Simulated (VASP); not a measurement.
# HfAg2Sn2 (P1) in VASP: single point with BLYP

Aim: the single point of HfAg2Sn2 with BLYP.

All numbers are computed with VASP 6.6.1; they aren't measurements. Logs are shortened: lines on timing, memory, paths and dates and some standing lists are left out, and cuts for length are marked.

## Step 1: The crystal as given

The typed cell holds 5 atoms: a = 4.507 Å, b = 4.895 Å, c = 5.984 Å, α = 68.39°, β = 68.20°, γ = 89.36°.

The cell was built by a generator and needn't be a form met in nature.

## Step 2: Single point, BLYP

INCAR reads:

```
SYSTEM = HfAg2Sn2
PREC     = Accurate       ! precision mode
ENCUT    = 520            ! plane-wave cutoff, eV
EDIFF    = 1E-7           ! SCF threshold, eV
ISMEAR   = -1             ! smearing method
SIGMA    = 0.1            ! smearing width, eV
LREAL    = .False.        ! projectors in reciprocal space
LASPH    = .True.         ! aspherical terms in the spheres
NELM     = 100            ! most SCF steps
ALGO     = Fast           ! electronic algorithm
ISIF     = 2              ! what is computed and relaxed
LWAVE    = .False.        ! write WAVECAR
LCHARG   = .False.        ! write CHGCAR
GGA      = B5             ! functional
ALDAX    = 1.0          
AGGAX    = 1.0          
AGGAC    = 1.0          
ALDAC    = 0.0          
NBANDS   = 38             ! bands
```

KPOINTS reads:

```
Automatic mesh
0
Gamma
  4 4 4
  0.5 0.5 0.5
```

POSCAR reads:

```
HfAg2Sn2
1.0
    0.0259180000      4.5071830000      0.0252510000
    4.8930240000      0.0259180000      0.1209180000
    2.3168090000      2.2367590000     -5.0432690000
Hf Ag Sn
1 2 2
Direct
    0.9845000000      0.9831230000      0.0088180000
    0.7695800000      0.2513990000      0.5018960000
    0.2578070000      0.7644110000      0.4918110000
    0.3917680000      0.3673810000      0.2365670000
    0.6173330000      0.6106760000      0.7580970000
```

Potentials or basis: VASP PAW PBE potentials, release 64 (Hf_pv, Ag, Sn_d).

Run with:

```console
> cat potpaw_PBE.64/Hf_pv/POTCAR potpaw_PBE.64/Ag/POTCAR potpaw_PBE.64/Sn_d/POTCAR > POTCAR
> mpirun -np 1 vasp_std > vasp.out
```

OUTCAR:

```text
SYSTEM = HfAg2Sn2
   PREC = Accurate
   ENCUT = 520
   EDIFF = 1E-7
   ISMEAR = -1
   LREAL = .False.
   LASPH = .True.
   NELM = 100
   ISIF = 2
   GGA = B5

 ion  position               nearest neighbor table
   1  0.984  0.983  0.009-   3 3.32   2 3.33   3 3.37   4 3.41   3 3.44   2 3.47   5 3.50   5 3.53
                             4 3.54   4 3.55   2 3.56   2 3.56   5 3.57   4 3.61   5 3.67
   2  0.770  0.251  0.502-   4 2.60   4 2.66   5 2.66   5 2.90   3 3.23   3 3.33   1 3.33   3 3.37
                             3 3.39   1 3.47   1 3.56   1 3.56
   3  0.258  0.764  0.492-   5 2.60   5 2.68   4 2.73   4 2.82   2 3.23   1 3.32   2 3.33   2 3.37
                             1 3.37   2 3.39   1 3.44
   4  0.392  0.367  0.237-   5 2.45   2 2.60   2 2.66   3 2.73   3 2.82   1 3.41   1 3.54   1 3.55
                             1 3.61
   5  0.617  0.611  0.758-   4 2.45   3 2.60   2 2.66   3 2.68   2 2.90   1 3.50   1 3.53   1 3.57
                             1 3.67

  LATTYP: Found a triclinic cell.
 ALAT       =     4.8945864759
 B/A-ratio  =     1.3669728462
 C/A-ratio  =     1.2274247988
 COS(alpha) =     0.0058671511
 COS(beta)  =     0.3583582951
 COS(gamma) =     0.7390762171

  Lattice vectors:

 A1 = (  -4.8930240000,  -0.0259180000,  -0.1209180000)
 A2 = (  -4.9189420000,  -4.5331010000,  -0.1461690000)
 A3 = (  -2.2908910000,   2.2704240000,   5.0685200000)

Analysis of symmetry for initial positions (statically):
=====================================================================
 Subroutine PRICEL returns:
 Original cell was already a primitive cell.

 Routine SETGRP: Setting up the symmetry group for a
 triclinic supercell.

 Subroutine GETGRP returns: Found  1 space group operations
 (whereof  1 operations were pure point group operations)
 out of a pool of  2 trial point group operations.

The static configuration has the point symmetry C_1 .

Analysis of symmetry for dynamics (positions and initial velocities):
=====================================================================
 Subroutine PRICEL returns:
 Original cell was already a primitive cell.

 Routine SETGRP: Setting up the symmetry group for a
 triclinic supercell.

 Subroutine GETGRP returns: Found  1 space group operations
 (whereof  1 operations were pure point group operations)
 out of a pool of  2 trial point group operations.

The dynamic configuration has the point symmetry C_1 .

 Subroutine INISYM returns: Found  1 space group operations
 (whereof  1 operations are pure point group operations),
 and found     1 'primitive' translations

----------------------------------------------------------------------------------------

                                     Primitive cell

  volume of cell :     112.7501

  direct lattice vectors                    reciprocal lattice vectors
     0.025918000  4.507183000  0.025251000    -0.003558097  0.221347698  0.096536200
     4.893024000  0.025918000  0.120918000     0.202105471 -0.001678164  0.092100209
     2.316809000  2.236759000 -5.043269000     0.004827889  0.001068024 -0.195592540

  length of vectors
     4.507328250  4.894586476  5.983749408     0.241509216  0.222107826  0.195655030

  position of ions in fractional coordinates (direct lattice)
     0.984500000  0.983123000  0.008818000
     0.769580000  0.251399000  0.501896000
     0.257807000  0.764411000  0.491811000
     0.391768000  0.367381000  0.236567000
     0.617333000  0.610676000  0.758097000

  ion indices of the primitive-cell ions
   primitive index   ion index
                 1           1
                 2           2
                 3           3
                 4           4
                 5           5

----------------------------------------------------------------------------------------

 KPOINTS: Automatic mesh

Automatic generation of k-mesh.
 Grid dimensions read from file:
 generate k-points for:    4    4    4

 Generating k-lattice:

  Cartesian coordinates                     Fractional coordinates (reciprocal lattice)
    -0.000889524  0.055336925  0.024134050     0.250000000  0.000000000  0.000000000
     0.050526368 -0.000419541  0.023025052     0.000000000  0.250000000 -0.000000000
     0.001206972  0.000267006 -0.048898135     0.000000000 -0.000000000  0.250000000

  Length of vectors
     0.060377304  0.055526956  0.048913757

  Shift w.r.t. Gamma in fractional coordinates (k-lattice)
     0.500000000  0.500000000  0.500000000

 Subroutine IBZKPT returns following result:
 ===========================================

 Found     32 irreducible k-points:

 Following reciprocal coordinates:
            Coordinates               Weight
  0.125000  0.125000  0.125000      2.000000
  0.375000  0.125000  0.125000      2.000000
 -0.375000  0.125000  0.125000      2.000000
 -0.125000  0.125000  0.125000      2.000000
  0.125000  0.375000  0.125000      2.000000
  0.375000  0.375000  0.125000      2.000000
[... 16 lines left out ...]
 -0.375000  0.375000  0.375000      2.000000
 -0.125000  0.375000  0.375000      2.000000
 [... further k-points ...]
   k-points           NKPTS =     32   k-points in BZ     NKDIM =     32   number of bands    NBANDS=     38
   number of dos      NEDOS =    301   number of ions     NIONS =      5
   total plane-waves  NPLWV =  62208
   dimension x,y,z NGX =    36 NGY =   36 NGZ =   48
   dimension x,y,z NGXF=    72 NGYF=   72 NGZF=   96
   ions per type =               1   2   2
   NGX,Y,Z   is equivalent  to a cutoff of  13.28, 12.23, 13.34 a.u.
   NGXF,Y,Z  is equivalent  to a cutoff of  26.56, 24.45, 26.67 a.u.
 SYSTEM =  HfAg2Sn2
   PREC   = accura    normal or accurate (medium, high low for compatibility)
   ISTART =      0    job   : 0-new  1-cont  2-samecut
   ICHARG =      2    charge: 1-file 2-atom 10-const
   ISPIN  =      1    spin polarized calculation?
   LNONCOLLINEAR =      F non collinear calculations
   LSORBIT =      F    spin-orbit coupling
   LASPH  =      T    aspherical Exc in radial PAW
   ENCUT  =  520.0 eV  38.22 Ry    6.18 a.u.   8.38  9.10 11.13*2*pi/ulx,y,z
   NELM   =    100;   NELMIN=  2; NELMDL= -5     # of ELM steps
   EDIFF  = 0.1E-06   stopping-criterion for ELM
   LREAL  =      F    real-space projection
   EDIFFG = 0.1E-05   stopping-criterion for IOM
   NSW    =      0    number of steps for IOM
   IBRION =     -1    ionic relax: 0-MD 1-quasi-New 2-CG
   NFREE  =      0    steps in history (QN), initial steepest desc. (CG)
   ISIF   =      2    stress and relaxation
   ISYM   =      2    0-nonsym 1-usesym 2-fastsym
   POTIM  = 0.5000    time-step for ionic-motion
   TEBEG  =    0.0;   TEEND  =   0.0 temperature during run
   PSTRESS=    0.0 pullay stress
   NELECT =      60.0000    total number of electrons
   NUPDOWN=      -1.0000    fix difference up-down
   EMIN   =  10.00;   EMAX   =-10.00  energy-range for DOS
   EFERMI =   0.00;   METHOD = LEGACY
   ISMEAR =    -1;   SIGMA  =   0.10  broadening in eV -4-tet -1-fermi 0-gaus
   EFERMI_NEDOS =   21; number of points for ismear=-14 and -15
   IALGO  =     68    algorithm
   IMIX   =      4    mixing-type and parameters
     AMIX     =   0.40;   BMIX     =  1.00
     AMIX_MAG =   1.60;   BMIX_MAG =  1.00
  volume/ion in A,a.u.               =      22.55       152.18
  Fermi-wavevector in a.u.,A,eV,Ry     =   1.326639  2.506985 23.945876  1.759972
  Thomas-Fermi vector in A             =   2.456011
   LORBIT       =      0    0 simple, 1 ext, 2 COOP (PROOUT), +10 PAW based schemes
   GGA     = B5    functional components
   LHFCALC =     F    Hartree Fock is set to
   AEXX    =    0.0000 exact exchange contribution
   IVDW    =     0    specifies the selected vdW correction
   LEPSILON=     F    determine dielectric tensor
   LRPA    =     F    only Hartree local field effects (RPA)
 non-spin polarized calculation
 RMM-DIIS sequential band-by-band and
  energy-cutoff  :      520.00
  volume of cell :      112.75
 maximum number of plane-waves:      3050
 NGX is ok and might be reduce to    36
   NGX = 17   NGY = 19   NGZ = 23

 number of electron      60.0000003 magnetization

 Free energy of the ion-electron system (eV)
  ---------------------------------------------------
  ext. energy  EPLUGINS =         0.00000000
  ---------------------------------------------------
  free energy    TOTEN  =       -16.06129188 eV

  energy without entropy =      -15.96166347  energy(sigma->0) =      -16.01147767

 E-fermi :   8.4648     XC(G=0): -10.3857

 val. band max:        8.4458348819   @ k =  -0.3750   0.1250   0.3750
 cond. band min:       8.4946495080   @ k =   0.1250  -0.3750   0.3750
 fundamental gap:      0.0488146261
 Fermi energy:         8.4648151584

 k-point     1 :       0.1250    0.1250    0.1250
  band No.  band energies     occupation
      1     -23.9370      2.00000
      2     -23.8573      2.00000
      3     -23.8079      2.00000
      4     -13.9968      2.00000
      5     -13.6318      2.00000
      6     -13.6164      2.00000
[... 30 lines left out ...]
     37      11.5162      0.00000
     38      12.6680      0.00000

 k-point     2 :       0.3750    0.1250    0.1250
  band No.  band energies     occupation
      1     -23.9366      2.00000
      2     -23.8621      2.00000
      3     -23.8077      2.00000
      4     -13.9965      2.00000
      5     -13.6399      2.00000
      6     -13.6189      2.00000
[... 30 lines left out ...]
     37      12.0224      0.00000
     38      12.4503      0.00000

 k-point     3 :      -0.3750    0.1250    0.1250
  band No.  band energies     occupation
      1     -23.9366      2.00000
      2     -23.8621      2.00000
      3     -23.8077      2.00000
      4     -13.9969      2.00000
      5     -13.6405      2.00000
      6     -13.6201      2.00000
[... 30 lines left out ...]
     37      11.3382      0.00000
[... 781 lines left out ...]
 k-point    23 :      -0.3750    0.3750    0.3750
  band No.  band energies     occupation
      1     -23.9380      2.00000
      2     -23.8619      2.00000
      3     -23.8078      2.00000
      4     -13.9974      2.00000
      5     -13.6420      2.00000
      6     -13.6230      2.00000
[... 30 lines left out ...]
     37      12.4246      0.00000
     38      12.9901      0.00000

 k-point    24 :      -0.1250    0.3750    0.3750
  band No.  band energies     occupation
      1     -23.9385      2.00000
      2     -23.8572      2.00000
      3     -23.8081      2.00000
      4     -13.9983      2.00000
      5     -13.6354      2.00000
      6     -13.6243      2.00000
[... 30 lines left out ...]
     37      12.1577      0.00000
     38      13.0892      0.00000

 [... further k-points ...]

------------------------ aborting loop because EDIFF is reached ----------------------------------------

  FORCE on cell =-STRESS in cart. coord.  units (eV):
  Direction    XX          YY          ZZ          XY          YZ          ZX
  --------------------------------------------------------------------------------------
  -------------------------------------------------------------------------------------
  Total        0.9996931      5.2467197     13.7813715      0.2040275     -0.2817486      0.0434189
  in kB       14.2056221     74.5557985    195.8330547      2.8992278     -4.0036429      0.6169816
  external PRESSURE =      94.8648251 kB  Pullay stress =       0.0000000 kB

 VOLUME and BASIS-vectors are now :
 -----------------------------------------------------------------------------
  energy-cutoff  :      520.00
  volume of cell :      112.75
      direct lattice vectors                 reciprocal lattice vectors
     0.025918000  4.507183000  0.025251000    -0.003558097  0.221347698  0.096536200
     4.893024000  0.025918000  0.120918000     0.202105471 -0.001678164  0.092100209
     2.316809000  2.236759000 -5.043269000     0.004827889  0.001068024 -0.195592540

 POSITION                                       TOTAL-FORCE (eV/Angst)
 -----------------------------------------------------------------------------------
      4.85639      4.48253      0.09927        -0.076446     -0.051329     -0.026672
      2.41284      4.59777     -2.48137        -0.568100     -0.176887     -0.645295
      4.88640      2.28186     -2.38139        -0.085330     -0.421078      0.652229
      2.35584      2.30444     -1.13876         0.017974      0.376540     -2.669618
      4.76042      4.49394     -3.73386         0.711902      0.272754      2.689355
 -----------------------------------------------------------------------------------
    total drift:                               -0.000072      0.000218     -0.000246

  FREE ENERGIE OF THE ION-ELECTRON SYSTEM (eV)
  ---------------------------------------------------
  free  energy   TOTEN  =       -16.0612918836 eV

  energy  without entropy=      -15.9616634656  energy(sigma->0) =      -16.01147767
```

Run time: 2.6 min. Hardware: 1 thread of Intel Xeon Platinum 8488C (Sapphire Rapids), shared host; peak memory 0.32 GiB.

What came out:

| Item | Value |
| --- | --- |
| Free energy | -16.0613 eV |
| Pressure | 9.5 GPa |
| Largest force | 2.795 eV/Å |
| Band gap on the k mesh | none (metal or under the smearing width) |

Forces in eV/Å, atoms in the order of the input:
```
Hf  -0.076 -0.051 -0.027
Ag  -0.568 -0.177 -0.645
Ag  -0.085 -0.421  0.652
Sn   0.018  0.377 -2.670
Sn   0.712  0.273  2.689
```

Caveat: the k mesh is coarse (spacing up to 0.38 Å⁻¹), so the values aren't converged; the PAW data sets were made with another functional, which shifts forces and pressure a little. Spin-orbit coupling is left out, which matters for the levels of Hf.
